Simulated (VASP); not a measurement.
Here is the system:

```xyz
2
Lattice="2.6901 0.0000 0.0000 -1.3450 2.3297 0.0000 0.0000 0.0000 4.2422" Properties=species:S:1:pos:R:3 pbc="T T T"
Ru     0.0000     1.5531     1.0606
Ru     1.3450     0.7766     3.1817
```

Level of theory: PBEsol GGA, VASP's PBE PAW potentials (set 64) (plane waves; VASP 6.6.1). Run with 530 eV cut-off, 14×14×8 Γ-centred mesh, first-order Methfessel-Paxton smearing of 0.10 eV, potentials Ru_pv.

Finite-difference elastic constants of metals are sensitive to mesh and smearing; shear constants can be off by tens of GPa.

Q: Give the elastic stiffness tensor with the ions relaxed (GPa, in the frame of the cell).

A: 
```json
[
 {"": "xx", "xx": "597", "yy": "244", "zz": "192", "yz": "0.0", "xz": "0.0", "xy": "0.0"},
 {"": "yy", "xx": "244", "yy": "597", "zz": "192", "yz": "0.0", "xz": "0.0", "xy": "0.0"},
 {"": "zz", "xx": "192", "yy": "192", "zz": "721", "yz": "0.0", "xz": "0.0", "xy": "0.0"},
 {"": "yz", "xx": "0.0", "yy": "0.0", "zz": "0.0", "yz": "210", "xz": "0.0", "xy": "0.0"},
 {"": "xz", "xx": "0.0", "yy": "0.0", "zz": "0.0", "yz": "0.0", "xz": "210", "xy": "0.0"},
 {"": "xy", "xx": "0.0", "yy": "0.0", "zz": "0.0", "yz": "0.0", "xz": "0.0", "xy": "177"}
]
```

Q: Estimate the Hill bulk modulus, Hill shear modulus, Young's modulus, Poisson's ratio.

A: 
```json
{
  "hill_bulk_modulus": "3520 kbar",
  "hill_shear_modulus": "204 GPa",
  "Young's modulus": "512 GPa",
  "Poisson's ratio": "0.258"
}
```

The structure comes from a measured Ru entry (P6_3/mmc) of the Crystallography Open Database, whose conditions weren't checked. It was relaxed first.
